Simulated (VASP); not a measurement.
Calculation: PBEsol GGA, VASP's PBE PAW potentials (set 64) (plane waves; VASP 6.6.1).

The input files of a VASP run:

**POSCAR**
```
LaSi
1
    3.6605529236     0.0000000000     0.0000000000
    0.0000000000     3.6605529236     0.0000000000
   -0.0000000000    -0.0000000000     3.6605529236
La Si
1 1
Direct
  0.0000000000   0.0000000000   0.0000000000
  0.5000000000   0.5000000000   0.5000000000
```

### INCAR
```
EDIFFG=-0.01
IBRION=2   # conjugate gradients
GGA=PS   # PBEsol
LREAL=.FALSE.   # projection in real space or not
NELM=100   # most electronic steps
LMAXMIX=6
ISMEAR=1   # Methfessel-Paxton
PREC=Accurate
LCHARG=.FALSE.
LWAVE=.FALSE.
ENCUT=400   # plane-wave cut-off (eV)
EDIFF=1E-6   # SCF stop (eV)
SIGMA=0.1   # width (eV)
ISIF=3   # ions, shape and volume
ALGO=Normal
NSW=60
LASPH=.TRUE.
SYSTEM=LaSi
```

File KPOINTS:
```
Automatic mesh
0
Gamma
9 9 9
0 0 0
```

POTCAR, in this order: La Si (PBE.64 set). Program: vasp_std.

The run wrote:

**OSZICAR**
```
       N       E                     dE             d eps       ncg     rms          rms(c)
DAV:   1     0.110109156357E+03    0.11011E+03   -0.43689E+03   770   0.135E+03
DAV:   2    -0.402355388104E+01   -0.11413E+03   -0.11152E+03  1146   0.246E+02
DAV:   3    -0.116017824434E+02   -0.75782E+01   -0.74019E+01  1180   0.958E+01
DAV:   4    -0.120555133341E+02   -0.45373E+00   -0.43440E+00  1446   0.173E+01
DAV:   5    -0.120749689672E+02   -0.19456E-01   -0.18786E-01  1292   0.365E+00    0.333E+00
DAV:   6    -0.120302324593E+02    0.44737E-01   -0.39174E-02  1372   0.137E+00    0.196E+00
DAV:   7    -0.120086324837E+02    0.21600E-01   -0.17326E-02  1222   0.124E+00    0.327E-01
DAV:   8    -0.120084458875E+02    0.18660E-03   -0.20051E-03  1188   0.386E-01    0.135E-01
DAV:   9    -0.120085850565E+02   -0.13917E-03   -0.69459E-04  1348   0.232E-01    0.377E-02
DAV:  10    -0.120086160722E+02   -0.31016E-04   -0.14366E-04  1396   0.996E-02    0.157E-02
DAV:  11    -0.120086248720E+02   -0.87998E-05   -0.22581E-05  1233   0.338E-02    0.103E-02
DAV:  12    -0.120086285036E+02   -0.36316E-05   -0.19522E-05  1204   0.322E-02    0.463E-03
DAV:  13    -0.120086288944E+02   -0.39083E-06   -0.36431E-06  1219   0.151E-02
   1 F= -.12008629E+02 E0= -.12008410E+02  d E =-.120086E+02
       N       E                     dE             d eps       ncg     rms          rms(c)
DAV:   1    -0.120090940523E+02   -0.46555E-03   -0.13942E-02  1041   0.141E+00    0.104E-01
DAV:   2    -0.120087351542E+02    0.35890E-03   -0.13595E-03  1233   0.548E-01    0.458E-02
DAV:   3    -0.120086577318E+02    0.77422E-04   -0.43006E-04  1246   0.255E-01    0.977E-03
DAV:   4    -0.120086544882E+02    0.32436E-05   -0.70825E-05  1258   0.921E-02    0.647E-03
DAV:   5    -0.120086541526E+02    0.33562E-06   -0.22399E-05  1267   0.555E-02    0.624E-03
DAV:   6    -0.120086542385E+02   -0.85912E-07   -0.17961E-06   923   0.913E-03
   2 F= -.12008654E+02 E0= -.12008441E+02  d E =-.253441E-04
       N       E                     dE             d eps       ncg     rms          rms(c)
DAV:   1    -0.120087030537E+02   -0.48901E-04   -0.12779E-03  1018   0.421E-01    0.325E-02
DAV:   2    -0.120086675954E+02    0.35458E-04   -0.14580E-04  1293   0.177E-01    0.151E-02
DAV:   3    -0.120086591163E+02    0.84791E-05   -0.45690E-05  1235   0.839E-02    0.301E-03
DAV:   4    -0.120086592932E+02   -0.17687E-06   -0.65115E-06  1220   0.293E-02
   3 F= -.12008659E+02 E0= -.12008444E+02  d E =-.303987E-04
```

**OUTCAR**
```
------------------------ aborting loop because EDIFF is reached ----------------------------------------
  FORCE on cell =-STRESS in cart. coord.  units (eV):
  Direction    XX          YY          ZZ          XY          YZ          ZX
  --------------------------------------------------------------------------------------
  Total       -0.0075296     -0.0075296     -0.0075296      0.0000000      0.0000000     -0.0000000
  in kB       -0.2455183     -0.2455183     -0.2455183      0.0000000      0.0000000     -0.0000000
  external PRESSURE =      -0.2455183 kB  Pullay stress =       0.0000000 kB
  volume of cell :       49.14
      direct lattice vectors                 reciprocal lattice vectors
     3.662678175  0.000000000  0.000000000     0.273024260  0.000000000  0.000000000
    -0.000000000  3.662678175  0.000000000    -0.000000000  0.273024260  0.000000000
    -0.000000000 -0.000000000  3.662678175     0.000000000  0.000000000  0.273024260
 POSITION                                       TOTAL-FORCE (eV/Angst)
 -----------------------------------------------------------------------------------
      0.00000      0.00000      0.00000         0.000000     -0.000000      0.000000
      1.83134      1.83134      1.83134        -0.000000      0.000000      0.000000
 -----------------------------------------------------------------------------------
    total drift:                               -0.000000      0.000000      0.000000
  FREE ENERGIE OF THE ION-ELECTRON SYSTEM (eV)
  ---------------------------------------------------
  free  energy   TOTEN  =       -12.0086592932 eV

  energy  without entropy=      -12.0080140464  energy(sigma->0) =      -12.00844421

 reached required accuracy - stopping structural energy minimisation
```
(Selected blocks of OUTCAR.)

File CONTCAR:
```
LaSi
   1.00000000000000
     3.6626781747953965    0.0000000000000000    0.0000000000000000
    -0.0000000000000000    3.6626781747953965    0.0000000000000000
    -0.0000000000000000   -0.0000000000000000    3.6626781747953965
  La              Si
     1     1
Direct
     0.0000000000000000    0.0000000000000000    0.0000000000000000
     0.5000000000000000    0.5000000000000000    0.5000000000000000
```

The structure was generated: LaSi was put into the CsCl type type (Pm-3m), which need not be its known phase. This run relaxes it. Symmetry was kept, so distortions that lower it aren't found. The start is the result of an earlier pass. The electron count is odd and the run is not spin-polarised, which forces a metal.
